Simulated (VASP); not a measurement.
Method: vdW-DF2, VASP's PBE PAW potentials (set 64) (plane waves; VASP 6.6.1).

VASP ran on this input.

POSCAR:
```
MgH2
1
    4.4794918516     0.0000000000     0.0000000000
    0.0000000000     4.4794918516     0.0000000000
    0.0000000000     0.0000000000     2.9709579709
Mg H
2 4
Direct
  0.0000000000   0.0000000000   0.0000000000
  0.5000000000   0.5000000000   0.5000000000
  0.3040265761   0.3040265761   0.0000000000
  0.8040265761   0.1959734239   0.5000000000
  0.1959734239   0.8040265761   0.5000000000
  0.6959734239   0.6959734239   0.0000000000
```

KPOINTS:
```
Regular mesh
0
gamma
  5 5 7
```

### INCAR
```
! general
SYSTEM    =  MgH2
PREC      =  Accurate
ENCUT     =  520
LREAL     =  .FALSE.
LASPH     =  .TRUE.

! electronic loop
EDIFF     =  1E-7   ! SCF stop (eV)
NELM      =  100
ALGO      =  Normal

! smearing
ISMEAR    =  0
SIGMA     =  0.05   ! width (eV)

! functional
GGA       =  ML
LUSE_VDW  =  .TRUE.
AGGAC     =  0.0
ZAB_VDW   =  -1.8867

! ions
IBRION    =  2
NSW       =  30   ! most ionic steps
ISIF      =  4
EDIFFG    =  -0.01   ! ionic stop

! output
LWAVE     =  .FALSE.
LCHARG    =  .FALSE.
```

POTCAR, in this order: Mg H (PBE.64 set). Program: vasp_std.

Output

File OSZICAR:
```
       N       E                     dE             d eps       ncg     rms          rms(c)
DAV:   1     0.555859558764E+01    0.55586E+01   -0.32661E+03   384   0.764E+02
DAV:   2    -0.169338066661E+02   -0.22492E+02   -0.20832E+02   520   0.892E+01
DAV:   3    -0.177938886736E+02   -0.86008E+00   -0.86008E+00   496   0.242E+01
DAV:   4    -0.177960069348E+02   -0.21183E-02   -0.21183E-02   584   0.123E+00
DAV:   5    -0.177960123630E+02   -0.54282E-05   -0.54280E-05   480   0.463E-02    0.829E+00
DAV:   6    -0.164250154816E+02    0.13710E+01   -0.13896E+00   400   0.795E+00    0.412E+00
DAV:   7    -0.159709365987E+02    0.45408E+00   -0.19052E+00   408   0.954E+00    0.636E-01
DAV:   8    -0.159860861843E+02   -0.15150E-01   -0.43131E-02   480   0.188E+00    0.229E-01
DAV:   9    -0.159848873574E+02    0.11988E-02   -0.69266E-03   496   0.663E-01    0.243E-02
DAV:  10    -0.159849032766E+02   -0.15919E-04   -0.11792E-04   480   0.103E-01    0.176E-02
DAV:  11    -0.159849245362E+02   -0.21260E-04   -0.44102E-05   448   0.853E-02    0.166E-03
DAV:  12    -0.159849250308E+02   -0.49454E-06   -0.45945E-07   536   0.684E-03    0.722E-04
DAV:  13    -0.159849251952E+02   -0.16440E-06   -0.45482E-07   432   0.892E-03    0.103E-04
DAV:  14    -0.159849252127E+02   -0.17524E-07   -0.25531E-09   248   0.706E-04
   1 F= -.15984925E+02 E0= -.15984925E+02  d E =-.159849E+02
       N       E                     dE             d eps       ncg     rms          rms(c)
DAV:   1    -0.159849688408E+02   -0.43646E-04   -0.77033E-04   448   0.235E-01    0.111E-02
DAV:   2    -0.159849679544E+02    0.88638E-06   -0.52962E-06   432   0.224E-02    0.669E-03
DAV:   3    -0.159849674556E+02    0.49885E-06   -0.23226E-06   480   0.116E-02    0.518E-04
DAV:   4    -0.159849674827E+02   -0.27089E-07   -0.40311E-08   288   0.197E-03
   2 F= -.15984967E+02 E0= -.15984967E+02  d E =-.422700E-04
```

OUTCAR:
```
------------------------ aborting loop because EDIFF is reached ----------------------------------------
  FORCE on cell =-STRESS in cart. coord.  units (eV):
  Direction    XX          YY          ZZ          XY          YZ          ZX
  --------------------------------------------------------------------------------------
  Total        0.5919232      0.5919232      0.6417145     -0.0000000      0.0000000      0.0000000
  in kB       15.9082317     15.9082317     17.2463993     -0.0000000      0.0000000      0.0000000
  external PRESSURE =      16.3542876 kB  Pullay stress =       0.0000000 kB
  volume of cell :       59.61
      direct lattice vectors                 reciprocal lattice vectors
     4.478613603  0.000000000  0.000000000     0.223283384 -0.000000000  0.000000000
     0.000000000  4.478613603  0.000000000    -0.000000000  0.223283384  0.000000000
     0.000000000  0.000000000  2.972123284     0.000000000  0.000000000  0.336459798
 POSITION                                       TOTAL-FORCE (eV/Angst)
 -----------------------------------------------------------------------------------
      4.47861      0.00000      0.00000         0.000000     -0.000000     -0.000000
      2.23931      2.23931      1.48606         0.000000     -0.000000     -0.000000
      1.36125      1.36125      2.97212        -0.005033     -0.005033     -0.000000
      3.60056      0.87805      1.48606        -0.005033      0.005033      0.000000
      0.87805      3.60056      1.48606         0.005033     -0.005033     -0.000000
      3.11736      3.11736      0.00000         0.005033      0.005033      0.000000
 -----------------------------------------------------------------------------------
    total drift:                                0.000000     -0.000000      0.000000
  FREE ENERGIE OF THE ION-ELECTRON SYSTEM (eV)
  ---------------------------------------------------
  free  energy   TOTEN  =       -15.9849674827 eV

  energy  without entropy=      -15.9849674827  energy(sigma->0) =      -15.98496748

 reached required accuracy - stopping structural energy minimisation
```
(Selected blocks of OUTCAR.)

CONTCAR:
```
MgH2
   1.00000000000000
     4.4786136032913149    0.0000000000000000    0.0000000000000000
     0.0000000000000000    4.4786136032913149    0.0000000000000000
     0.0000000000000000    0.0000000000000000    2.9721232844893590
  Mg              H
     2     4
Direct
     1.0000000000000000    0.0000000000000000    0.0000000000000000
     0.5000000000000000    0.5000000000000000    0.5000000000000000
     0.3039455757595317    0.3039455757595317    1.0000000000000000
     0.8039455757595317    0.1960544242404683    0.5000000000000000
     0.1960544242404683    0.8039455757595317    0.5000000000000000
     0.6960544242404683    0.6960544242404683    0.0000000000000000
```

### OUTCAR
```
 val. band max:       -0.8873236518   @ k =   0.2000   0.0000   0.0000

 cond. band min:       3.7264478510   @ k =   0.4000   0.4000   0.4286


 Fermi energy:        -0.6702044076

 k-point     1 :       0.0000    0.0000    0.0000
  band No.  band energies     occupation
      1      -7.0565      2.00000
      2      -2.2198      2.00000
      3      -2.2198      2.00000
      4      -1.2072      2.00000
      5       4.6062      0.00000
      6       4.6623      0.00000
      7       8.9586      0.00000
      8       8.9586      0.00000

 k-point     2 :       0.2000    0.0000    0.0000
  band No.  band energies     occupation
      1      -6.7937      2.00000
      2      -3.2897      2.00000
      3      -2.0538      2.00000
      4      -0.8873      2.00000
      5       4.5268      0.00000
      6       5.6843      0.00000
      7       7.4774      0.00000
      8       9.5620      0.00000

 k-point     3 :       0.4000    0.0000    0.0000
  band No.  band energies     occupation
      1      -6.0205      2.00000
      2      -4.7958      2.00000
      3      -1.6074      2.00000
      4      -1.0800      2.00000
      5       4.7781      0.00000
      6       5.8102      0.00000
      7       8.2679      0.00000
      8      10.7949      0.00000

 k-point     4 :       0.2000    0.2000    0.0000
  band No.  band energies     occupation
      1      -6.5348      2.00000
      2      -3.3693      2.00000
      3      -2.7009      2.00000
      4      -0.9334      2.00000
      5       5.1302      0.00000
      6       5.9598      0.00000
      7       7.7856      0.00000
      8       9.5466      0.00000

 k-point     5 :       0.4000    0.2000    0.0000
  band No.  band energies     occupation
      1      -5.7763      2.00000
      2      -4.5931      2.00000
      3      -2.3515      2.00000
      4      -1.5694      2.00000
      5       5.6944      0.00000
      6       6.5977      0.00000
      7       8.5355      0.00000
...
```

The compound is MgH2 in the rutile structure. This cell is one point of a volume scan, at 0.97 of the reference volume. Symmetry was kept, so distortions that lower it aren't found.
